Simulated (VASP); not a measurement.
All values below come from PBE GGA, VASP's PBE PAW potentials (set 64) (plane waves; VASP).

The input files of a VASP run:

### INCAR
```
ALGO = Normal
EDIFF = 1E-6
EDIFFG = -0.02
ENCUT = 500
GGA = PE
IBRION = 2
ISIF = 3
ISMEAR = 1
LASPH = .True.
LCHARG = .False.
LMAXMIX = 4
LREAL = .False.
LWAVE = .False.
NELM = 100
NSW = 40
PREC = Accurate
SIGMA = 0.1
SYSTEM = Mo
```

### POSCAR
```
Mo
1
   -1.5810262555     1.5810262555     1.5810262555
    1.5810262555    -1.5810262555     1.5810262555
    1.5810262555     1.5810262555    -1.5810262555
Mo
1
Direct
  0.0000000000   0.0000000000   0.0000000000
```

File KPOINTS:
```
Automatic mesh
0
Gamma
16 16 16
0 0 0
```

POTCAR, in this order: Mo_sv (PBE.64 set). Program: vasp_std.

The resulting files:

**OSZICAR**
```
       N       E                     dE             d eps       ncg     rms          rms(c)
DAV:   1     0.877365383652E+02    0.87737E+02   -0.81521E+03  3233   0.127E+03
DAV:   2    -0.103278124059E+02   -0.98064E+02   -0.94613E+02  3511   0.334E+02
DAV:   3    -0.116035967126E+02   -0.12758E+01   -0.12657E+01  3714   0.381E+01
DAV:   4    -0.116084152597E+02   -0.48185E-02   -0.48140E-02  3498   0.232E+00
DAV:   5    -0.116084337966E+02   -0.18537E-04   -0.18538E-04  3714   0.163E-01    0.143E+01
DAV:   6    -0.110205809225E+02    0.58785E+00   -0.10549E+00  3436   0.124E+01    0.381E+00
DAV:   7    -0.109438531101E+02    0.76728E-01   -0.20540E-01  3722   0.511E+00    0.960E-01
DAV:   8    -0.109401849541E+02    0.36682E-02   -0.40583E-03  3325   0.927E-01    0.173E-01
DAV:   9    -0.109402463880E+02   -0.61434E-04   -0.12031E-04  3762   0.150E-01    0.726E-02
DAV:  10    -0.109402539662E+02   -0.75782E-05   -0.11641E-05  3400   0.449E-02    0.723E-03
DAV:  11    -0.109402542099E+02   -0.24378E-06   -0.37412E-07  2216   0.680E-03
   1 F= -.10940254E+02 E0= -.10940458E+02  d E =-.109403E+02
```

File OUTCAR:
```
------------------------ aborting loop because EDIFF is reached ----------------------------------------
  FORCE on cell =-STRESS in cart. coord.  units (eV):
  Direction    XX          YY          ZZ          XY          YZ          ZX
  --------------------------------------------------------------------------------------
  Total        0.0016828      0.0016828      0.0016828     -0.0000000     -0.0000000      0.0000000
  in kB        0.1705552      0.1705552      0.1705552     -0.0000000     -0.0000000      0.0000000
  external PRESSURE =       0.1705552 kB  Pullay stress =       0.0000000 kB
  volume of cell :       15.81
      direct lattice vectors                 reciprocal lattice vectors
    -1.581026256  1.581026256  1.581026256     0.000000000  0.316250283  0.316250283
     1.581026256 -1.581026256  1.581026256     0.316250283  0.000000000  0.316250283
     1.581026256  1.581026256 -1.581026256     0.316250283  0.316250283  0.000000000
 POSITION                                       TOTAL-FORCE (eV/Angst)
 -----------------------------------------------------------------------------------
      0.00000      0.00000      0.00000         0.000000     -0.000000      0.000000
 -----------------------------------------------------------------------------------
    total drift:                                0.000000     -0.000000      0.000000
  FREE ENERGIE OF THE ION-ELECTRON SYSTEM (eV)
  ---------------------------------------------------
  free  energy   TOTEN  =       -10.9402542099 eV

  energy  without entropy=      -10.9408666181  energy(sigma->0) =      -10.94045835

 reached required accuracy - stopping structural energy minimisation
```
(Selected blocks of OUTCAR.)

File OUTCAR:
```
 val. band max:       12.4040792622   @ k =  -0.1875   0.1875   0.0625

 cond. band min:      12.4635428696   @ k =   0.1875   0.0000   0.0000


 Fermi energy:        12.4178115139

 k-point     1 :       0.0000    0.0000    0.0000
  band No.  band energies     occupation
      1     -48.8574      2.00000
      2     -22.1496      2.00000
      3     -22.1496      2.00000
      4     -22.1496      2.00000
      5       5.2152      2.00000
      6      11.0763      2.00000
      7      11.0763      2.00000
      8      11.0763      2.00000
      9      14.0599     -0.00000
     10      14.0599     -0.00000
     11      27.2282      0.00000

 k-point     2 :       0.0625    0.0000    0.0000
  band No.  band energies     occupation
      1     -48.8480      2.00000
      2     -22.2047      2.00000
      3     -22.1666      2.00000
      4     -22.1500      2.00000
      5       5.3862      2.00000
      6      10.9802      2.00000
      7      11.0604      2.00000
      8      11.2361      2.00000
      9      13.9190     -0.00000
     10      14.0625     -0.00000
     11      27.3552      0.00000

 k-point     3 :       0.1250    0.0000    0.0000
  band No.  band energies     occupation
      1     -48.8211      2.00000
      2     -22.3596      2.00000
      3     -22.2148      2.00000
      4     -22.1511      2.00000
      5       5.8676      2.00000
      6      10.7184      2.00000
      7      10.9872      2.00000
      8      11.7071      2.00000
      9      13.6341     -0.00000
     10      14.0782     -0.00000
     11      27.6325      0.00000

 k-point     4 :       0.1875    0.0000    0.0000
  band No.  band energies     occupation
      1     -48.7805      2.00000
      2     -22.5869      2.00000
      3     -22.2862      2.00000
      4     -22.1529      2.00000
      5       6.5474      2.00000
      6      10.3547      2.00000
      7      10.8520      2.00000
      8      12.4635      0.30848
      9      13.4689     -0.00000
...
```

The compound is Mo in the bcc structure. It was relaxed first.
